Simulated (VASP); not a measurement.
**Ru: single point with PBEsol**

The system is Ru, a slab with vacuum.

```
Ru
1.0
     2.68790    0.00000    0.00000
     0.00000    4.25521    0.00000
     0.00000    0.00000   27.41489
Ru
12
Cartesian
  2.6879 3.1914 7.5000
  1.3440 1.0638 8.2759
  1.3439 3.1914 9.8278
  0.0000 1.0638 10.6037
  2.6879 3.1914 12.1556
  1.3440 1.0638 12.9315
  1.3439 3.1914 14.4834
  2.6879 1.0638 15.2593
  2.6879 3.1914 16.8112
  1.3439 1.0638 17.5871
  1.3439 3.1914 19.1390
  2.6879 1.0638 19.9149
```

```
Program             : VASP 6.6.1
Task                : single point
Functional          : PBEsol
Potentials or basis : VASP PAW PBE potentials, release 64 (Ru_pv)
Cutoff              : 520 eV
k mesh              : 14 × 9 × 1
Occupations         : methfessel-paxton, width 0.1 eV
Spin                : no spin polarisation
```

- Largest force: 0.970 eV/Å
- Band gap on the k mesh: none (metal or under the smearing width)
- Work function of the upper face: 4.90 eV
- Work function of the lower face: 4.90 eV

Forces in eV/Å, atoms in the order of the input:
```
Ru   0.000  0.000  0.970
Ru   0.000  0.000 -0.237
Ru   0.000  0.000 -0.540
Ru   0.000  0.000 -0.190
Ru   0.000  0.000 -0.080
Ru   0.000  0.000 -0.042
Ru   0.000  0.000  0.042
Ru   0.000  0.000  0.080
Ru   0.000  0.000  0.190
Ru   0.000  0.000  0.540
Ru   0.000  0.000  0.237
Ru   0.000  0.000 -0.970
```

Levels at points of the mesh, in eV from the Fermi level:
| k point | band 80 | band 81 | band 82 | band 83 | band 84 | band 85 | band 86 | band 87 | band 88 | band 89 |
| --- | --- | --- | --- | --- | --- | --- | --- | --- | --- | --- |
| (0.00, 0.00, 0.00) | -1.40 | -1.29 | -1.24 | -1.18 | -1.08 | -0.90 | -0.64 | -0.62 | -0.06 | 0.19 |
| (0.50, 0.00, 0.00) | 0.11 | 0.15 | 0.24 | 0.73 | 0.97 | 1.22 | 1.40 | 1.48 | 1.52 | 1.54 |

Core levels (eV, on the scale of the bands):
| atom | levels |
| --- | --- |
| 1 Ru | 1s -21925.9, 2s -3146.2, 2p -2816.7, 3s -547.8, 3p -439.6, 3d -265.6, 4s -68.4 |
| 2 Ru | 1s -21926.1, 2s -3146.5, 2p -2817.0, 3s -548.1, 3p -439.9, 3d -265.9, 4s -68.6 |
| 3 Ru | 1s -21926.2, 2s -3146.6, 2p -2817.1, 3s -548.2, 3p -440.0, 3d -266.0, 4s -68.8 |
| 4 Ru | 1s -21926.2, 2s -3146.6, 2p -2817.1, 3s -548.2, 3p -440.0, 3d -266.0, 4s -68.8 |
| 5 Ru | 1s -21926.1, 2s -3146.5, 2p -2817.0, 3s -548.1, 3p -439.9, 3d -265.9, 4s -68.7 |
| 6 Ru | 1s -21926.1, 2s -3146.5, 2p -2817.0, 3s -548.1, 3p -439.9, 3d -265.9, 4s -68.7 |

Run time: 28 min on 1 × NVIDIA H100 80GB with 1 thread of AMD EPYC 7R13 Processor (Zen 3), on a shared host, peak memory 1.9 GiB.

Caveat: the PAW data sets were made with another functional, which shifts forces and pressure a little.
